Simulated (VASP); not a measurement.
Consider the following.

```
BiSr2
1.0
   -2.51852     2.51852     8.95163
    2.51852    -2.51852     8.95163
    2.51852     2.51852    -8.95163
Sr Bi
4 2
Direct
  0.00000   0.50000   0.50000
  0.50000   0.00000   0.50000
  0.32247   0.32247   0.00000
  0.67753   0.67753   0.00000
  0.13505   0.13505   0.00000
  0.86495   0.86495   0.00000
```

Method: PBEsol GGA, VASP's PBE PAW potentials (set 64) (plane waves; VASP). Settings: 400 eV cut-off, 10×10×10 Γ-centred mesh, tetrahedra with Blöchl corrections, potentials Sr_sv Bi_d.

Unless said otherwise, spin-orbit coupling is left out, though it shifts the bands of the heavy elements here.

### Question
What does the run give for the energy per atom (σ→0), band gap (on the k-mesh) with the smallest direct gap where there is one?

### Answer

| Item | Result |
|---|---|
| band gap (on the k-mesh) | none (metal, semimetal or under 0.01 eV) |
| energy per atom (σ→0) | -3.456 eV/atom |

Total energies compare only between runs with the same potentials, cut-off and functional.

The structure comes from a computed database's Sr2Bi entry (I4/mmm); how it stands against other phases isn't given here. It was relaxed first.
